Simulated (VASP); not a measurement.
These are LDA (Ceperley-Alder, Perdew-Zunger), VASP's LDA PAW potentials (set 64) (plane waves; VASP) values and carry that method's errors.

VASP input:

**KPOINTS**
```
Automatic mesh
0
G
12 12 9
0 0 0
```

INCAR:
```
SYSTEM = MgB2
PREC = Accurate
ENCUT = 620
EDIFF = 1E-6
NELM = 100
ALGO = Normal
LREAL = .FALSE.
LASPH = .TRUE.
ISMEAR = 1
SIGMA = 0.1
LWAVE = .FALSE.
LCHARG = .FALSE.
IBRION = 2
ISIF = 3
NSW = 40
EDIFFG = -0.02
PSTRESS = 50
```

**POSCAR**
```
MgB2
1.0
  1.5056107090  -2.6077937634   0.0000000000
  1.5056107090   2.6077937634   0.0000000000
  0.0000000000   0.0000000000   3.3910727874
Mg B
1 2
Cartesian
  1.5056107090  -2.6077937634   0.0000000000
  1.5056107090   0.8692663263   1.6955363937
  1.5056107090  -0.8692663263   1.6955363937
```

POTCAR, in this order: Mg B (LDA.64 set). Program: vasp_std.

What VASP printed:

OSZICAR:
```
       N       E                     dE             d eps       ncg     rms          rms(c)
DAV:   1     0.842272138876E+01    0.84227E+01   -0.45258E+03  1568   0.990E+02
DAV:   2    -0.189112317507E+02   -0.27334E+02   -0.26096E+02  2216   0.128E+02
DAV:   3    -0.192497895591E+02   -0.33856E+00   -0.33829E+00  1992   0.171E+01
DAV:   4    -0.192502851595E+02   -0.49560E-03   -0.49543E-03  2320   0.558E-01
DAV:   5    -0.192502856184E+02   -0.45888E-06   -0.45839E-06  1976   0.107E-02    0.546E+00
DAV:   6    -0.175763368742E+02    0.16739E+01   -0.27923E+00  1640   0.946E+00    0.247E+00
DAV:   7    -0.172929240422E+02    0.28341E+00   -0.14303E+00  1824   0.663E+00    0.692E-01
DAV:   8    -0.172896752875E+02    0.32488E-02   -0.13025E-01  1656   0.239E+00    0.363E-01
DAV:   9    -0.172818741677E+02    0.78011E-02   -0.24027E-02  1744   0.873E-01    0.498E-02
DAV:  10    -0.172818108052E+02    0.63362E-04   -0.10489E-03  2144   0.224E-01    0.203E-02
DAV:  11    -0.172818029884E+02    0.78168E-05   -0.66500E-05  1672   0.541E-02    0.385E-03
DAV:  12    -0.172818019861E+02    0.10023E-05   -0.61371E-06  1832   0.148E-02    0.784E-04
DAV:  13    -0.172818019708E+02    0.15236E-07   -0.76577E-08  1064   0.251E-03
   1 F= -.16450780E+02 E0= -.16450865E+02  d E =-.164508E+02
```

### OUTCAR
```
------------------------ aborting loop because EDIFF is reached ----------------------------------------
  FORCE on cell =-STRESS in cart. coord.  units (eV):
  Direction    XX          YY          ZZ          XY          YZ          ZX
  --------------------------------------------------------------------------------------
  Total        0.8445875      0.8445872      0.8035345      0.0000000     -0.0000000      0.0000000
  in kB       50.8162010     50.8161823     48.3461688      0.0000000     -0.0000000      0.0000000
  external PRESSURE =      -0.0071493 kB  Pullay stress =      50.0000000 kB
  volume of cell :       26.63
      direct lattice vectors                 reciprocal lattice vectors
     1.505610709 -2.607793763  0.000000000     0.332091155 -0.191732953  0.000000000
     1.505610709  2.607793763  0.000000000     0.332091155  0.191732953  0.000000000
     0.000000000  0.000000000  3.391072787     0.000000000  0.000000000  0.294891930
 POSITION                                       TOTAL-FORCE (eV/Angst)
 -----------------------------------------------------------------------------------
      0.00000      0.00000      0.00000        -0.000000     -0.000000      0.000000
      1.50561      0.86927      1.69554        -0.000000      0.000000      0.000000
      1.50561     -0.86927      1.69554         0.000000     -0.000000      0.000000
 -----------------------------------------------------------------------------------
    total drift:                                0.000000     -0.000000      0.000000
  FREE ENERGIE OF THE ION-ELECTRON SYSTEM (eV)
  ---------------------------------------------------
  free  energy   TOTEN  =       -17.2818019708 eV

  energy  without entropy=      -17.2820553694  energy(sigma->0) =      -17.28188644
  enthalpy is  TOTEN    =       -16.4507800748 eV   P V=        0.8310218960

 reached required accuracy - stopping structural energy minimisation
```
(Selected blocks of OUTCAR.)

File OUTCAR:
```
 val. band max:        5.7662952762   @ k =   0.2500   0.2500   0.4444

 cond. band min:       5.8526699523   @ k =   0.4167   0.1667   0.1111


 Fermi energy:         5.8014220583

 k-point     1 :       0.0000    0.0000    0.0000
  band No.  band energies     occupation
      1      -6.9599      2.00000
      2       2.8953      2.00000
      3       6.1747     -0.00000
      4       6.1747     -0.00000
      5       7.9488      0.00000
      6      12.3432      0.00000
      7      12.3433      0.00000
      8      14.7818      0.00000

 k-point     2 :       0.0833    0.0000    0.0000
  band No.  band energies     occupation
      1      -6.8345      2.00000
      2       3.0163      2.00000
      3       5.5589      2.00322
      4       5.8748      0.05764
      5       8.0444      0.00000
      6      12.3228      0.00000
      7      12.8997      0.00000
      8      14.9894      0.00000

 k-point     3 :       0.1667    0.0000    0.0000
  band No.  band energies     occupation
      1      -6.4599      2.00000
      2       3.3769      2.00000
      3       4.1027      2.00000
      4       5.2167      2.00000
      5       8.3533      0.00000
      6      12.0598      0.00000
      7      14.3167      0.00000
      8      14.6915      0.00000

 k-point     4 :       0.2500    0.0000    0.0000
  band No.  band energies     occupation
      1      -5.8407      2.00000
      2       2.3541      2.00000
      3       3.9662      2.00000
      4       4.5301      2.00000
      5       8.8402      0.00000
      6      11.6698      0.00000
      7      13.0727      0.00000
      8      15.6740      0.00000

 k-point     5 :       0.3333    0.0000    0.0000
  band No.  band energies     occupation
      1      -4.9852      2.00000
      2       0.5919      2.00000
      3       3.9792      2.00000
      4       4.7525      2.00000
      5       9.3865      0.00000
      6      11.3731      0.00000
      7      11.4294      0.00000
...
```

The compound is MgB2 in the AlB2 type structure. It was relaxed first under an external pressure of 5 GPa.
